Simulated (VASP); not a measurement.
The input files of a VASP run:

File KPOINTS:
```
Automatic
0
G
14 14 14
```

File POSCAR:
```
CdO
1
   -0.0000000000     2.3039862518     2.3039862518
    2.3039862518    -0.0000000000     2.3039862518
    2.3039862518     2.3039862518    -0.0000000000
Cd O
1 1
Direct
  0.0000000000   0.0000000000   0.0000000000
  0.5000000000   0.5000000000   0.5000000000
```

INCAR:
```
SYSTEM = CdO
PREC = Accurate
ENCUT = 620
EDIFF = 1E-6
NELM = 100
ALGO = Normal
LREAL = .FALSE.
LASPH = .TRUE.
ISMEAR = 1
SIGMA = 0.1
LMAXMIX = 4
LWAVE = .FALSE.
LCHARG = .FALSE.
IBRION = 2
ISIF = 3
NSW = 40
EDIFFG = -0.02
PSTRESS = 50
```

POTCAR, in this order: Cd O (LDA.64 set). Program: vasp_std.

**Question.** Write an equivalent input for Quantum ESPRESSO's pw.x.

**Answer.** One equivalent input (not run):
```
&CONTROL
  calculation = 'vc-relax'
  pseudo_dir = './pseudo'
  outdir = './out'
  tprnfor = .true.
  tstress = .true.
  nstep = 40
  forc_conv_thr = 0.00078
/
&SYSTEM
  ibrav = 0
  nat = 2
  ntyp = 2
  ecutwfc = 102
  occupations = 'smearing'
  smearing = 'methfessel-paxton'
  degauss = 0.00735
  input_dft = 'pz'
/
&ELECTRONS
  conv_thr = 7.3e-08
  electron_maxstep = 100
/
&IONS
/
&CELL
  press = 50
/
ATOMIC_SPECIES
  Cd 112.414 Cd.upf
  O 15.999 O.upf
CELL_PARAMETERS angstrom
    -0.0000000    2.3039863    2.3039863
     2.3039863   -0.0000000    2.3039863
     2.3039863    2.3039863   -0.0000000
ATOMIC_POSITIONS crystal
  Cd   0.0000000  0.0000000  0.0000000
  O    0.5000000  0.5000000  0.5000000
K_POINTS automatic
  14 14 14 0 0 0
```
Limits of the translation: the potentials are each code's own (VASP's PAW set, PseudoDojo norm-conserving files in pw.x), so ENCUT and ecutwfc are chosen apart and not converted; conv_thr bounds pw.x's estimated SCF error, while EDIFF bounds the energy change between steps; forc_conv_thr acts on force components and is met together with etot_conv_thr.

The compound is CdO in the rock salt structure. It was relaxed first under an external pressure of 5 GPa.
